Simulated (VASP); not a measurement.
Consider the following.

```yaml
crystal:
  lattice:
    - [3.13399, 0.00000, 0.00000]
    - [0.00000, 3.13399, 0.00000]
    - [0.00000, 0.00000, 3.13399]
  atoms:
    - { symbol: Pd, position: [0.00000, 0.00000, 0.00000] }
    - { symbol: Ge, position: [0.50000, 0.50000, 0.50000] }
```

Calculation: r2SCAN meta-GGA, VASP's PBE PAW potentials (set 64) (plane waves; VASP). Settings: 400 eV cut-off, 13×13×13 Γ-centred mesh, tetrahedra with Blöchl corrections, potentials Pd Ge_d.

Q: Give the energies of bands 6 to 15 at the high-symmetry points, in eV from the Fermi level.

A: 
```
band       Γ       X      M      R
----  ------  ------  -----  -----
6     -13.04  -10.16  -9.36  -6.37
7      -4.77   -7.57  -4.39  -6.37
8      -4.77   -4.41  -4.09  -6.37
9      -2.67   -3.99  -4.09  -5.26
10     -2.67   -3.99  -3.37  -1.85
11     -2.67   -2.59  -3.37  -1.85
12      2.26   -1.39  -1.90   3.18
13      2.26    6.73  -0.45   3.18
14      2.26    6.73   2.43   3.18
15      7.30    8.31   5.72   3.31
```

It has no gap at this level: it comes out as a metal or semimetal.

The structure was generated: GePd was put into the CsCl type (Pm-3m), which need not be its known phase. It was relaxed first.
